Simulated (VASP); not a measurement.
Level of theory: PBE GGA with D3 dispersion (Becke-Johnson damping), VASP's PBE PAW potentials (set 64) (plane waves; VASP 6.6.1).

A VASP calculation is set up with these files.

INCAR:
```
! general
SYSTEM=C
PREC  =Accurate
ENCUT =520
LREAL =.FALSE.
LASPH =.TRUE.

! electronic loop
EDIFF =1E-7
NELM  =100
ALGO  =Normal

! smearing
ISMEAR=0
SIGMA =0.05

! functional
GGA   =PE
IVDW  =12

! ions
IBRION=2
NSW   =30
ISIF  =4
EDIFFG=-0.01

! output
LWAVE =.FALSE.
LCHARG=.FALSE.
```

**KPOINTS**
```
Automatic mesh
0
Gamma
10 10 4
0 0 0
```

POSCAR:
```
C
1
    1.2452900343    -2.1569051076     0.0000000000
    1.2452900343     2.1569051076     0.0000000000
    0.0000000000     0.0000000000     6.7768691912
C
4
Direct
  0.0000000000   0.0000000000   0.2500000000
  0.0000000000   0.0000000000   0.7500000000
  0.3333330000   0.6666670000   0.2500000000
  0.6666670000   0.3333330000   0.7500000000
```

POTCAR, in this order: C (PBE.64 set). Program: vasp_std.

What VASP printed:

OSZICAR:
```
       N       E                     dE             d eps       ncg     rms          rms(c)
DAV:   1     0.479533591015E+02    0.47953E+02   -0.81899E+03  1008   0.122E+03
DAV:   2    -0.352160358300E+02   -0.83169E+02   -0.76677E+02  1432   0.227E+02
DAV:   3    -0.389368152981E+02   -0.37208E+01   -0.36875E+01  1316   0.482E+01
DAV:   4    -0.389831821024E+02   -0.46367E-01   -0.46331E-01  1228   0.628E+00
DAV:   5    -0.389841699117E+02   -0.98781E-03   -0.98743E-03  1272   0.886E-01    0.858E+00
DAV:   6    -0.373500473638E+02    0.16341E+01   -0.16199E+00  1160   0.877E+00    0.503E+00
DAV:   7    -0.368284355576E+02    0.52161E+00   -0.18095E+00  1192   0.936E+00    0.132E+00
DAV:   8    -0.368347346324E+02   -0.62991E-02   -0.50641E-02  1124   0.157E+00    0.942E-02
DAV:   9    -0.368347288869E+02    0.57455E-05   -0.10240E-03  1292   0.265E-01    0.549E-02
DAV:  10    -0.368349221281E+02   -0.19324E-03   -0.24730E-04  1196   0.136E-01    0.277E-02
DAV:  11    -0.368349203403E+02    0.17878E-05   -0.30834E-06  1328   0.151E-02    0.316E-03
DAV:  12    -0.368349210705E+02   -0.73021E-06   -0.51485E-07  1252   0.648E-03    0.214E-03
DAV:  13    -0.368349209450E+02    0.12546E-06   -0.15129E-07  1192   0.321E-03    0.148E-04
DAV:  14    -0.368349209307E+02    0.14302E-07   -0.31782E-09   816   0.482E-04
   1 F= -.37449512E+02 E0= -.37449512E+02  d E =-.374495E+02
       N       E                     dE             d eps       ncg     rms          rms(c)
DAV:   1    -0.369669390393E+02   -0.13202E+00   -0.40579E+00  1008   0.171E+01    0.119E+00
DAV:   2    -0.369033427644E+02    0.63596E-01   -0.85635E-02  1196   0.227E+00    0.702E-01
DAV:   3    -0.368728277735E+02    0.30515E-01   -0.96866E-02  1164   0.212E+00    0.192E-01
DAV:   4    -0.368726547413E+02    0.17303E-03   -0.32649E-03  1188   0.418E-01    0.928E-02
DAV:   5    -0.368726383400E+02    0.16401E-04   -0.24406E-04  1240   0.151E-01    0.157E-02
DAV:   6    -0.368726413349E+02   -0.29949E-05   -0.13630E-05  1212   0.293E-02    0.109E-02
DAV:   7    -0.368726469502E+02   -0.56153E-05   -0.88906E-06  1192   0.247E-02    0.155E-03
DAV:   8    -0.368726469937E+02   -0.43545E-07   -0.74397E-07  1280   0.691E-03
   2 F= -.37474596E+02 E0= -.37474596E+02  d E =-.250843E-01
       N       E                     dE             d eps       ncg     rms          rms(c)
DAV:   1    -0.368735692804E+02   -0.92233E-03   -0.96189E-02  1008   0.265E+00    0.185E-01
DAV:   2    -0.368720756590E+02    0.14936E-02   -0.20758E-03  1208   0.350E-01    0.108E-01
DAV:   3    -0.368713688143E+02    0.70684E-03   -0.21466E-03  1196   0.319E-01    0.283E-02
DAV:   4    -0.368713704236E+02   -0.16092E-05   -0.96196E-05  1196   0.726E-02    0.967E-03
DAV:   5    -0.368713657128E+02    0.47108E-05   -0.12499E-05  1212   0.267E-02    0.197E-03
DAV:   6    -0.368713658653E+02   -0.15256E-06   -0.49966E-07  1188   0.552E-03    0.166E-03
DAV:   7    -0.368713658696E+02   -0.42462E-08   -0.24147E-07  1120   0.398E-03
   3 F= -.37475464E+02 E0= -.37475464E+02  d E =-.259519E-01
```

File OUTCAR:
```
------------------------ aborting loop because EDIFF is reached ----------------------------------------
 Edisp (eV)   -0.60410
  FORCE on cell =-STRESS in cart. coord.  units (eV):
  Direction    XX          YY          ZZ          XY          YZ          ZX
  --------------------------------------------------------------------------------------
  Total      -0.14619    -0.14619    -0.14733     0.00000    -0.00000     0.00000
  in kB      -6.43364    -6.43364    -6.48378     0.00000    -0.00000     0.00000
  external pressure =       -6.45 kB  Pullay stress =        0.00 kB
  volume of cell :       36.40
      direct lattice vectors                 reciprocal lattice vectors
     1.233724779 -2.136873531  0.000000000     0.405276775 -0.233986707  0.000000000
     1.233724779  2.136873531 -0.000000000     0.405276775  0.233986707  0.000000000
     0.000000000  0.000000000  6.904520879     0.000000000  0.000000000  0.144832642
 POSITION                                       TOTAL-FORCE (eV/Angst)
 -----------------------------------------------------------------------------------
      0.00000     -0.00000      1.72613        -0.000000      0.000000     -0.000000
      0.00000      0.00000      5.17839         0.000000      0.000000      0.000000
      1.23372      0.71229      1.72613         0.000000     -0.000000     -0.000000
      1.23372     -0.71229      5.17839        -0.000000      0.000000      0.000000
 -----------------------------------------------------------------------------------
    total drift:                                0.000000     -0.000000      0.000000
  FREE ENERGIE OF THE ION-ELECTRON SYSTEM (eV)
  ---------------------------------------------------
  free  energy   TOTEN  =       -37.4754638911 eV

  energy  without entropy=      -37.4754638911  energy(sigma->0) =      -37.47546389

 reached required accuracy - stopping structural energy minimisation
```
(Selected blocks of OUTCAR.)

CONTCAR:
```
C
   1.00000000000000
     1.2337247790515296   -2.1368735308838609    0.0000000000000000
     1.2337247790515296    2.1368735308838609   -0.0000000000000000
     0.0000000000000000    0.0000000000000000    6.9045208787938499
  C
     4
Direct
     0.0000000000000000    0.0000000000000000    0.2500000000000000
     0.0000000000000000    0.0000000000000000    0.7500000000000000
     0.3333330000000032    0.6666669999999968    0.2500000000000000
     0.6666669999999968    0.3333330000000032    0.7500000000000000
```

The compound is C in the graphite structure. This cell is one point of a volume scan, at 1.03 of the reference volume. Symmetry was kept, so distortions that lower it aren't found.
